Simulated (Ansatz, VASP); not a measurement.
## Ti5Al6O19 (amorphous 62TiO2-38Al2O3 (mol %)) in two plane-wave programs

Aim: how closely do two programs agree when they are given the same cell, functional and k mesh? The structure shown is the start of the Ansatz relaxation below; VASP solves that cell, so the two are compared at the walk's first step.

Calculated with Ansatz 0.2.0; plane waves, with VASP 6.6.1 beside it; single point at PBE.

**1. Set-up**

The cell holds 90 atoms: 15 Ti, 18 Al and 57 O. Cell: a = 10.196 Å, b = 10.196 Å, c = 10.196 Å, α = 90.0°, β = 90.0°, γ = 90.0°. As first built, before any earlier steps moved the atoms (in the runner's words): 90 atoms (15 Ti, 18 Al, 57 O) placed at random at 3.31 g/cm^3, melted at 5000 K for 10 ps at fixed volume with the Morse and Coulomb pair potential with partial charges (Pedone, Malavasi, Menziani, Cormack and Segre, J. Phys. Chem. B 110, 11780 (2006)). Quenched from 5000 K to 300 K at 50 K/ps and fixed volume, held 5 ps, then minimised at fixed cell.

**2. Ansatz: relaxation, PBE**

Ansatz runs on its default PAW (the set named soft_2) files.

The two programs are compared at the cell with which this relaxation starts, whose forces are those of its first step.

The input, input.yaml:

```yaml
crystal:
  lattice:
    - [10.196, 0.0, 0.0]
    - [0.0, 10.196, 0.0]
    - [0.0, 0.0, 10.196]
  atoms:
    - { symbol: Ti, position: [0.79074, 0.24971, 0.38173] }
    - { symbol: Ti, position: [0.56631, 0.42919, 0.67179] }
    - { symbol: Ti, position: [0.54504, 0.15976, 0.06138] }
    - { symbol: Ti, position: [0.80412, 0.28748, 0.87824] }
    - { symbol: Ti, position: [0.56551, 0.67653, 0.95195] }
    - { symbol: Ti, position: [0.09262, 0.47475, 0.83663] }
    - { symbol: Ti, position: [0.95066, 0.67225, 0.32542] }
    - { symbol: Ti, position: [0.19934, 0.17508, 0.26057] }
    - { symbol: Ti, position: [0.29504, 0.63438, 0.61131] }
    - { symbol: Ti, position: [0.68337, 0.91022, 0.18858] }
    - { symbol: Ti, position: [0.35704, 0.89149, 0.94213] }
    - { symbol: Ti, position: [0.33952, 0.44003, 0.02095] }
    - { symbol: Ti, position: [0.74761, 0.49113, 0.1565] }
    - { symbol: Ti, position: [0.95688, 0.89079, 0.58011] }
    - { symbol: Ti, position: [0.4342, 0.17605, 0.47432] }
    - { symbol: Al, position: [0.85985, 0.71518, 0.81548] }
    - { symbol: Al, position: [0.47984, 0.87616, 0.68504] }
    - { symbol: Al, position: [0.37534, 0.48523, 0.36088] }
    - { symbol: Al, position: [0.95964, 0.03388, 0.17769] }
    - { symbol: Al, position: [0.16136, 0.85442, 0.31063] }
    - { symbol: Al, position: [0.10824, 0.6966, 0.04636] }
    - { symbol: Al, position: [0.9918, 0.20794, 0.62853] }
    - { symbol: Al, position: [0.09781, 0.41553, 0.47732] }
    - { symbol: Al, position: [0.66235, 0.02747, 0.56818] }
    - { symbol: Al, position: [0.0235, 0.90443, 0.89413] }
    - { symbol: Al, position: [0.4508, 0.85298, 0.43099] }
    - { symbol: Al, position: [0.44491, 0.69816, 0.22312] }
    - { symbol: Al, position: [0.20033, 0.01556, 0.67855] }
    - { symbol: Al, position: [0.27711, 0.26195, 0.7179] }
    - { symbol: Al, position: [0.09603, 0.19219, 0.9511] }
    - { symbol: Al, position: [0.86692, 0.5585, 0.59843] }
    - { symbol: Al, position: [0.64011, 0.65776, 0.46736] }
    - { symbol: Al, position: [0.71078, 0.98027, 0.87225] }
    - { symbol: O, position: [0.47764, 0.78491, 0.83324] }
    - { symbol: O, position: [0.66105, 0.88066, 0.01335] }
    - { symbol: O, position: [0.43575, 0.34524, 0.42112] }
    - { symbol: O, position: [0.93608, 0.51474, 0.74912] }
    - { symbol: O, position: [0.89249, 0.16203, 0.2645] }
    - { symbol: O, position: [0.87932, 0.18073, 0.75061] }
    - { symbol: O, position: [0.9818, 0.54521, 0.46242] }
    - { symbol: O, position: [0.33433, 0.80088, 0.57369] }
    - { symbol: O, position: [0.1565, 0.13692, 0.80213] }
    - { symbol: O, position: [0.46017, 0.53449, 0.93134] }
    - { symbol: O, position: [0.7135, 0.6571, 0.85993] }
    - { symbol: O, position: [0.57799, 0.78697, 0.55756] }
    - { symbol: O, position: [0.44483, 0.55201, 0.64324] }
    - { symbol: O, position: [0.2567, 0.36029, 0.86391] }
    - { symbol: O, position: [0.09059, 0.73336, 0.21012] }
    - { symbol: O, position: [0.45297, 0.30522, 0.06839] }
    - { symbol: O, position: [0.35351, 0.12316, 0.31946] }
    - { symbol: O, position: [0.04677, 0.05794, 0.56805] }
    - { symbol: O, position: [0.76183, 0.37812, 0.02699] }
    - { symbol: O, position: [0.04062, 0.81306, 0.43505] }
    - { symbol: O, position: [0.91098, 0.29567, 0.50428] }
    - { symbol: O, position: [0.63087, 0.08129, 0.19492] }
    - { symbol: O, position: [0.33944, 0.96319, 0.76991] }
    - { symbol: O, position: [0.16936, 0.5467, 0.99682] }
    - { symbol: O, position: [0.9982, 0.32905, 0.91346] }
    - { symbol: O, position: [0.24475, 0.53685, 0.4682] }
    - { symbol: O, position: [0.80722, 0.96738, 0.5253] }
    - { symbol: O, position: [0.61858, 0.98642, 0.72883] }
    - { symbol: O, position: [0.17703, 0.22277, 0.09547] }
    - { symbol: O, position: [0.90094, 0.56746, 0.18919] }
    - { symbol: O, position: [0.35197, 0.52415, 0.19403] }
    - { symbol: O, position: [0.49313, 0.00475, 0.50823] }
    - { symbol: O, position: [0.12423, 0.33948, 0.63712] }
    - { symbol: O, position: [0.85393, 0.90357, 0.83396] }
    - { symbol: O, position: [0.78144, 0.69014, 0.38111] }
    - { symbol: O, position: [0.18527, 0.85356, 0.97779] }
    - { symbol: O, position: [0.98077, 0.72373, 0.93648] }
    - { symbol: O, position: [0.44691, 0.29281, 0.67796] }
    - { symbol: O, position: [0.62701, 0.61806, 0.12122] }
    - { symbol: O, position: [0.28732, 0.13949, 0.58198] }
    - { symbol: O, position: [0.42891, 0.03723, 0.00964] }
    - { symbol: O, position: [0.18294, 0.59376, 0.73386] }
    - { symbol: O, position: [0.68598, 0.36219, 0.77286] }
    - { symbol: O, position: [0.56376, 0.83883, 0.29181] }
    - { symbol: O, position: [0.49425, 0.61511, 0.37654] }
    - { symbol: O, position: [0.32129, 0.80949, 0.32008] }
    - { symbol: O, position: [0.65785, 0.18361, 0.48544] }
    - { symbol: O, position: [0.68911, 0.13916, 0.94414] }
    - { symbol: O, position: [0.8567, 0.90336, 0.19965] }
    - { symbol: O, position: [0.08196, 0.88829, 0.72682] }
    - { symbol: O, position: [0.99927, 0.04789, 0.00658] }
    - { symbol: O, position: [0.72484, 0.38731, 0.29582] }
    - { symbol: O, position: [0.117, 0.01208, 0.25626] }
    - { symbol: O, position: [0.88094, 0.73071, 0.64191] }
    - { symbol: O, position: [0.15157, 0.31129, 0.35755] }
    - { symbol: O, position: [0.69753, 0.52528, 0.56947] }
    - { symbol: O, position: [0.41734, 0.76452, 0.06843] }
kpoints:
  mp_grid: { grid: [1, 1, 1] }
hamiltonian:
  xc: pbe
scf:
  occupations: { method: gaussian, width: 0.05 }
output:
  forces: true
relax:
  f_tol: 0.05
  max_steps: 150
  cell: {}
```

Launch:

```sh
ansatz run input.yaml --threads 4 --pin off --max-ram 8192MiB --backend cpu --events-out ev --progress --plain --runs-dir out
```

Numbers of over 12 decimals in the logs are rounded to 6 here.

Log:

```text
Engine: ansatz 0.2.0, aarch64-unknown-linux-gnu
Pseudopotentials: kind: paw
Pseudopotential: Ti, paw, valence charge 12, recommended cutoff 420 eV (normal), Ti.paw.azcp
Pseudopotential: Al, paw, valence charge 3, recommended cutoff 420 eV (normal), Al.paw.azcp
Pseudopotential: O, paw, valence charge 6, recommended cutoff 420 eV (normal), O.paw.azcp
Functional definition: PBE
  parameter kappa = 0.804
  parameter beta = 0.066725
  exchange = pbe_x(kappa = kappa, mu = beta*pi^2/3)
  correlation = pbe_c(beta = beta)
Crystal: 90 atoms, lattice volume = 1059.960 Å³
Basis set: ecut = 420 eV, 20719 PW (Γ), exchange–correlation on 144×144×144 points (8 copies of the dense FFT grid, shifted against one another)
Bands: 378, of which v1, the nominal top of the filled ones, is band 288 counted from 1 (287 counted from 0)
Symmetry: 1 space group operations
Space group: P1 (ITA 1), of the structure as read, at distance tolerance 1.0e-4 Å
k-points: 1
Non-local potential: Ti, projectors of the file, l = 0: 3, l = 1: 2, l = 2: 3, l = 3: 1
Non-local potential: Al, projectors of the file, l = 0: 2, l = 1: 2, l = 2: 1
Non-local potential: O, projectors of the file, l = 0: 2, l = 1: 2, l = 2: 1
PAW form: soft (Blöchl's): semilocal exchange-correlation on the pseudo side does not see the compensation charge
PAW one-centre angular grid: Ti, 590 points (default); XC on 64 Gauss nodes
PAW one-centre angular grid: Al, 110 points (default); XC on 64 Gauss nodes
PAW one-centre angular grid: O, 110 points (default); XC on 64 Gauss nodes
Initial density: superposition of atomic densities (neutral atoms: chi_scale 0, normalization atom), corrected by the library's trained network
Initial wavefunctions: pseudopotential atomic-orbital guess
Functional: x = pbe(κ = 0.804, μ = 0.219515), c = pbe(β = 0.066725)
SCF iter   1: F=—  HF=-79628.957270 eV  |F-HF|=—  |Δ(HF+E_count)|=         —  Δρ=4.13e-3  dr2=1.66e-1  ethr=1.77e-3  ⟨swp⟩=6.0  Hψ=1468  notcnv=0  defer=41
preconditioner: auto → Resta (q_TF=auto, 2.465 Å⁻¹)  ε∞=5.5  [insulator: Δε(μ)=2.858 eV  Ē_g=11.451 eV  σ=0.050 eV  W_gap=1.00  n_scr=250 (ndim 8)  ℏωp=24.4 eV  f_vac=0.065  D(μ)=0.00/eV (n_scr^D=0)  ε∞_Penn≈5.5]
SCF iter   2: F=—  HF=-79628.945477 eV  |F-HF|=—  |Δ(HF+E_count)|=   1.18e-2  Δρ=2.18e-3  dr2=3.51e-2  ethr=2.89e-5  ⟨swp⟩=3.0  Hψ=728  notcnv=0  defer=85
SCF iter   3: F=—  HF=-79628.947150 eV  |F-HF|=—  |Δ(HF+E_count)|=   1.67e-3  Δρ=1.17e-3  dr2=1.45e-2  ethr=6.10e-6  ⟨swp⟩=2.0  Hψ=582  notcnv=0  defer=85
SCF iter   4: F=—  HF=-79628.947899 eV  |F-HF|=—  |Δ(HF+E_count)|=   7.49e-4  Δρ=3.75e-4  dr2=2.18e-3  ethr=2.51e-6  ⟨swp⟩=2.0  Hψ=453  notcnv=0  defer=85
SCF iter   5: F=—  HF=-79628.947855 eV  |F-HF|=—  |Δ(HF+E_count)|=   4.47e-5  Δρ=1.88e-4  dr2=4.31e-4  ethr=3.78e-7  ⟨swp⟩=2.0  Hψ=502  notcnv=0  defer=85
SCF iter   6: F=—  HF=-79628.947951 eV  |F-HF|=—  |Δ(HF+E_count)|=   9.63e-5  Δρ=1.11e-4  dr2=1.45e-4  ethr=7.48e-8  ⟨swp⟩=2.0  Hψ=503  notcnv=0  defer=85
SCF iter   7: F=—  HF=-79628.947970 eV  |F-HF|=—  |Δ(HF+E_count)|=   1.85e-5  Δρ=4.70e-5  dr2=2.41e-5  ethr=2.51e-8  ⟨swp⟩=2.0  Hψ=481  notcnv=0  defer=85
SCF iter   8: F=—  HF=-79628.949502 eV  |F-HF|=—  |Δ(HF+E_count)|=   1.53e-3  Δρ=1.98e-5  dr2=4.62e-6  ethr=4.19e-9  ⟨swp⟩=2.0  Hψ=662  notcnv=0  defer=84
SCF iter   9: F=—  HF=-79628.949505 eV  |F-HF|=—  |Δ(HF+E_count)|=   2.86e-6  Δρ=1.06e-5  dr2=1.36e-6  ethr=8.01e-10  ⟨swp⟩=2.0  Hψ=564  notcnv=0  defer=84
SCF iter  10: F=—  HF=-79628.949506 eV  |F-HF|=—  |Δ(HF+E_count)|=   4.31e-7  Δρ=5.36e-6  dr2=3.63e-7  ethr=2.37e-10  ⟨swp⟩=2.0  Hψ=574  notcnv=0  defer=84
SCF iter  11: F=-79628.949506 eV  HF=-79628.949506 eV  |F-HF|=1.63e-8  |Δ(HF+E_count)|=   7.73e-8  Δρ=2.31e-6  dr2=6.57e-8  ethr=1.74e-11  ⟨swp⟩=4.0  Hψ=1001  notcnv=0
SCF 1 converged in 11 iterations: F = -79628.949506 eV  dr2 = 6.57e-8
  greatest PAW one-centre occupation: 0.999 electrons in one spin orbital (limit 2), on the Ti atom at site 10 (counted from 0), in its partial waves of l = 0
relax step   1: F+E_penalty+E_count = -79628.94950577 eV  Δ(F+E_penalty+E_count) = +0.000e0 eV  max|allowed force component| = 2.517e0 eV/Å  Δτ_max = 0.0000 Å  P = +7.047 GPa  Ω = 1059.960 Å³  (11 SCF iters, dr2 threshold 1.00e-7 eV, accepted)
Crystal: 90 atoms, lattice volume = 1079.973 Å³
Basis set: ecut = 420 eV, 21095 PW (Γ), exchange–correlation on 144×144×144 points (8 copies of the dense FFT grid, shifted against one another)
Initial density: handed on by an earlier stage of this run
Initial wavefunctions: those handed on with the density
iter 1 solved again at ethr=9.79e-5 eV; its pass at ethr=3.10e-3 eV (dr2=5.64e-1 eV) is discarded
SCF iter   1: F=—  HF=-79631.099328 eV  |F-HF|=—  |Δ(HF+E_count)|=         —  Δρ=7.71e-3  dr2=5.67e-1  ethr=9.79e-5  ⟨swp⟩=5.0  Hψ=1603  notcnv=0
[...]
atom  77  O     -0.01650094     0.00194362    -0.00098122
  atom  78  O     -0.00135704    -0.01686948     0.00351214
  atom  79  O      0.00057239     0.00196159    -0.00233521
  atom  80  O     -0.01830858    -0.00519232     0.00789037
  atom  81  O      0.00503190    -0.00089244    -0.00896822
  atom  82  O     -0.00960157    -0.00480854     0.00171820
  atom  83  O      0.00602627     0.00320225     0.00081000
  atom  84  O      0.00445998     0.00157216    -0.00447595
  atom  85  O      0.00682483     0.00273723     0.00162361
  atom  86  O      0.00665621    -0.00626496     0.00303336
  atom  87  O     -0.00222331     0.00063299     0.00049096
  atom  88  O      0.01129053    -0.00014401     0.00076236
  atom  89  O     -0.01271438    -0.00125737     0.00424969
  atom  90  O     -0.00006197     0.00614115     0.00164517
  max |Σ_I F_I| component: 7.29e-5 eV/Å
--- Stress (GPa, compression-positive) ---
        0.005599      -0.003746       0.001124
       -0.003752       0.025574      -0.018609
        0.001133      -0.018605       0.006355
  P = ⅓ Tr σ = 0.0125 GPa (0.125 kbar)
--- Relaxed structure (16 steps of the walk, 15 accepted, 3 SCFs on fresh bases) ---
  F+E_penalty+E_count = -79633.12420146 eV   max|allowed force component| = 3.138e-2 eV/Å   (the final SCF, on the basis selected at the relaxed cell)
  cell:  # Å, volume = 1092.9781 Å³
    - [10.145780, -0.180548, 0.070967]
    - [-0.180548, 10.533359, 0.033470]
    - [0.070967, 0.033470, 10.230987]
  atoms:
    - { symbol: Ti, position: [0.792809, 0.242107, 0.367063] }
    - { symbol: Ti, position: [0.549458, 0.419229, 0.632602] }
    - { symbol: Ti, position: [0.551036, 0.143203, 0.050197] }
    - { symbol: Ti, position: [0.803722, 0.326981069444, 0.853929] }
    - { symbol: Ti, position: [0.543079, 0.656503, 0.949495] }
    - { symbol: Ti, position: [0.094367, 0.460129, 0.847734] }
    - { symbol: Ti, position: [0.950098, 0.656376, 0.335986] }
    - { symbol: Ti, position: [0.207416, 0.183767, 0.264573] }
    - { symbol: Ti, position: [0.290826, 0.623445, 0.613817] }
    - { symbol: Ti, position: [0.676143, 0.929583, 0.165434] }
    - { symbol: Ti, position: [0.362960, 0.885803, 0.944851] }
    - { symbol: Ti, position: [0.343934, 0.409844, 0.041198] }
    - { symbol: Ti, position: [0.745531, 0.496172, 0.155486] }
    - { symbol: Ti, position: [0.964508, 0.885590, 0.585367] }
    - { symbol: Ti, position: [0.440917, 0.179102, 0.491522] }
    - { symbol: Al, position: [0.836889, 0.752686, 0.829408] }
    - { symbol: Al, position: [0.478688, 0.872919, 0.687613] }
    - { symbol: Al, position: [0.386063, 0.479535, 0.371544] }
    - { symbol: Al, position: [0.965255, 0.032782, 0.179172] }
    - { symbol: Al, position: [0.161609, 0.851658, 0.309274] }
    - { symbol: Al, position: [0.094114, 0.698380, 0.042544] }
    - { symbol: Al, position: [0.976443, 0.197775, 0.627915] }
    - { symbol: Al, position: [0.086391, 0.402716, 0.484870] }
    - { symbol: Al, position: [0.660789, 0.00179147, 0.543460] }
    - { symbol: Al, position: [0.029589, 0.907849, 0.900126] }
    - { symbol: Al, position: [0.449635, 0.842473, 0.427821] }
    - { symbol: Al, position: [0.465275, 0.692221, 0.219177] }
    - { symbol: Al, position: [0.201738, 0.012547, 0.689963] }
    - { symbol: Al, position: [0.266430, 0.258700, 0.717613] }
    - { symbol: Al, position: [0.106482, 0.194789, 0.958086] }
    - { symbol: Al, position: [0.865112, 0.556836, 0.619141] }
    - { symbol: Al, position: [0.645550, 0.668464, 0.469102] }
    - { symbol: Al, position: [0.735312, 1.039598, 0.835930] }
    - { symbol: O, position: [0.470454, 0.773479, 0.830216] }
    - { symbol: O, position: [0.651618, 0.948146, -0.00878073] }
    - { symbol: O, position: [0.480203, 0.365491, 0.453602] }
    - { symbol: O, position: [0.915621, 0.467139, 0.757018] }
    - { symbol: O, position: [0.902952, 0.167952, 0.252761] }
    - { symbol: O, position: [0.851273, 0.172947, 0.749208] }
    - { symbol: O, position: [0.977545, 0.537912, 0.478142] }
    - { symbol: O, position: [0.345539, 0.791374, 0.577334] }
    - { symbol: O, position: [0.175666, 0.134596, 0.811584] }
    - { symbol: O, position: [0.445099, 0.511040, 0.936741] }
    - { symbol: O, position: [0.701472, 0.658855, 0.871937] }
    - { symbol: O, position: [0.591025, 0.807123, 0.548384] }
    - { symbol: O, position: [0.440562, 0.548350, 0.665240] }
    - { symbol: O, position: [0.247581, 0.361043, 0.864279] }
    - { symbol: O, position: [0.082549, 0.737004, 0.209547] }
    - { symbol: O, position: [0.467730, 0.295446, 0.069091] }
    - { symbol: O, position: [0.371155, 0.168725, 0.324125] }
    - { symbol: O, position: [0.050360, 0.052972, 0.586335] }
    - { symbol: O, position: [0.760737, 0.410586, 0.00943514] }
    - { symbol: O, position: [0.051125, 0.808118, 0.443563] }
    - { symbol: O, position: [0.918948, 0.291354, 0.493113] }
    - { symbol: O, position: [0.633889, 0.095588, 0.200757] }
    - { symbol: O, position: [0.349371, 0.958638, 0.770452] }
    - { symbol: O, position: [0.141397, 0.546114, 0.995412] }
[...]
- { symbol: O, position: [0.093497, 0.881629, 0.736881] }
    - { symbol: O, position: [1.018923, 0.047968, 0.010195] }
    - { symbol: O, position: [0.723612, 0.379299, 0.289117] }
    - { symbol: O, position: [0.122246, 0.012400, 0.262621] }
    - { symbol: O, position: [0.882617, 0.720590, 0.663701] }
    - { symbol: O, position: [0.150808, 0.312382, 0.355317] }
    - { symbol: O, position: [0.698742, 0.537241, 0.561405] }
    - { symbol: O, position: [0.424498, 0.755887, 0.062913] }
```

In the SCF lines HF is the Harris–Foulkes energy and dr2 the Hartree energy of the density residual, in eV; the loop may stop once dr2 is under the threshold and the program's other checks hold. Hψ counts applications of the Hamiltonian.

[end of part 1 of 2]

[Lines on the potential files, build, host, timing and source positions are cut from VASP's logs without a mark.]

[Logs are printed without paths, hosts, clocks, repeated set-up lines and the standing remarks that a program may print on its own settings, such as how far it seeks lower states.]

[Hosts, paths, dates, database ids (printed as entryN), source tags and the programs' standing remarks are cut or masked in the printed files.]
